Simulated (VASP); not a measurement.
Output of a VASP run:

OSZICAR:
```
       N       E                     dE             d eps       ncg     rms          rms(c)
DAV:   1     0.228724439677E+03    0.22872E+03   -0.17120E+04  1056   0.194E+03
DAV:   2     0.414014449615E+01   -0.22458E+03   -0.21986E+03  1116   0.374E+02
DAV:   3    -0.167956255850E+02   -0.20936E+02   -0.20819E+02  1260   0.118E+02
DAV:   4    -0.172695743591E+02   -0.47395E+00   -0.47335E+00  1248   0.182E+01
DAV:   5    -0.172786641369E+02   -0.90898E-02   -0.90876E-02  1286   0.248E+00    0.112E+01
DAV:   6    -0.164156058740E+02    0.86306E+00   -0.21116E+00  1572   0.461E+01    0.842E+00
DAV:   7    -0.164337436448E+02   -0.18138E-01   -0.20925E+00  1152   0.870E+00    0.324E+00
DAV:   8    -0.164025093842E+02    0.31234E-01   -0.11447E-01  1442   0.393E+00    0.105E+00
DAV:   9    -0.164011842871E+02    0.13251E-02   -0.26581E-02  1470   0.242E+00    0.315E-01
DAV:  10    -0.164012420221E+02   -0.57735E-04   -0.85371E-04  1284   0.371E-01    0.222E-01
DAV:  11    -0.164012607545E+02   -0.18732E-04   -0.76253E-05  1372   0.113E-01    0.450E-02
DAV:  12    -0.164012591346E+02    0.16200E-05   -0.15369E-05  1188   0.290E-02    0.257E-02
DAV:  13    -0.164012592435E+02   -0.10897E-06   -0.44289E-07   738   0.764E-03
   1 F= -.16401259E+02 E0= -.16401259E+02  d E =-.164013E+02
       N       E                     dE             d eps       ncg     rms          rms(c)
DAV:   1    -0.164055022667E+02   -0.42431E-02   -0.69061E-02  1230   0.477E+00    0.483E-01
DAV:   2    -0.164020082620E+02    0.34940E-02   -0.17383E-02  1212   0.313E+00    0.189E-01
DAV:   3    -0.164016027366E+02    0.40553E-03   -0.10076E-03  1226   0.248E-01    0.930E-02
DAV:   4    -0.164014660244E+02    0.13671E-03   -0.92278E-05  1254   0.852E-02    0.426E-02
DAV:   5    -0.164014487252E+02    0.17299E-04   -0.20172E-05  1656   0.910E-02    0.760E-03
DAV:   6    -0.164014494988E+02   -0.77353E-06   -0.14663E-05  1164   0.439E-02    0.468E-03
DAV:   7    -0.164014494641E+02    0.34623E-07   -0.16115E-06   648   0.152E-02
   2 F= -.16401449E+02 E0= -.16401449E+02  d E =-.190221E-03
       N       E                     dE             d eps       ncg     rms          rms(c)
DAV:   1    -0.164015756956E+02   -0.12620E-03   -0.20758E-03  1224   0.818E-01    0.852E-02
DAV:   2    -0.164014676727E+02    0.10802E-03   -0.53719E-04  1206   0.556E-01    0.334E-02
DAV:   3    -0.164014550233E+02    0.12649E-04   -0.31258E-05  1220   0.451E-02    0.163E-02
DAV:   4    -0.164014508437E+02    0.41796E-05   -0.28182E-06  1018   0.152E-02    0.756E-03
DAV:   5    -0.164014502299E+02    0.61379E-06   -0.29271E-07   552   0.158E-02
   3 F= -.16401450E+02 E0= -.16401450E+02  d E =-.190986E-03
```

### OUTCAR
```
------------------------ aborting loop because EDIFF is reached ----------------------------------------
  FORCE on cell =-STRESS in cart. coord.  units (eV):
  Direction    XX          YY          ZZ          XY          YZ          ZX
  --------------------------------------------------------------------------------------
  Total       -0.0174457     -0.0174457      0.0306921      0.0000000     -0.0000000      0.0000000
  in kB       -0.3747106     -0.3747106      0.6592262      0.0000000     -0.0000000      0.0000000
  external PRESSURE =      -0.0300650 kB  Pullay stress =       0.0000000 kB
  volume of cell :       74.59
      direct lattice vectors                 reciprocal lattice vectors
     1.872587258 -3.243416233 -0.000000000     0.267010254 -0.154158444  0.000000000
     1.872587258  3.243416233 -0.000000000     0.267010254  0.154158444 -0.000000000
     0.000000000  0.000000000  6.140834848     0.000000000  0.000000000  0.162844308
  FREE ENERGIE OF THE ION-ELECTRON SYSTEM (eV)
  ---------------------------------------------------
  free  energy   TOTEN  =       -16.4014502299 eV

  energy  without entropy=      -16.4014502299  energy(sigma->0) =      -16.40145023

 reached required accuracy - stopping structural energy minimisation
```
(Selected blocks of OUTCAR.)

File POSCAR:
```
ZnS
1
    1.8714451268    -3.2414380034     0.0000000000
    1.8714451268     3.2414380034     0.0000000000
    0.0000000000     0.0000000000     6.1318789870
Zn S
2 2
Direct
  0.6666670000   0.3333330000   0.5000851378
  0.3333330000   0.6666670000   0.0000851378
  0.6666670000   0.3333330000   0.8749148622
  0.3333330000   0.6666670000   0.3749148622
```

### Question
Write an INCAR and KPOINTS that could have produced this output.

### Answer
This is not unique; one that fits is the input of the run itself, LDA (Ceperley-Alder, Perdew-Zunger), plane waves, VASP's LDA PAW potentials (set 64).

File KPOINTS:
```
Automatic
0
gamma
7 7 4
```

**INCAR**
```
! general
SYSTEM  = ZnS
PREC    = Accurate
ENCUT   = 500
LREAL   = .FALSE.
LASPH   = .TRUE.

! electronic loop
EDIFF   = 1E-6
NELM    = 100
ALGO    = Normal
LMAXMIX = 4

! smearing
ISMEAR  = 0
SIGMA   = 0.05

! ions
IBRION  = 2
NSW     = 40
ISIF    = 3
EDIFFG  = -0.02

! output
LWAVE   = .FALSE.
LCHARG  = .FALSE.
```

POTCAR, in this order: Zn S (LDA.64 set). Program: vasp_std.

The compound is ZnS in the wurtzite structure, the high-temperature form. This run relaxes it. Symmetry was kept, so distortions that lower it aren't found.
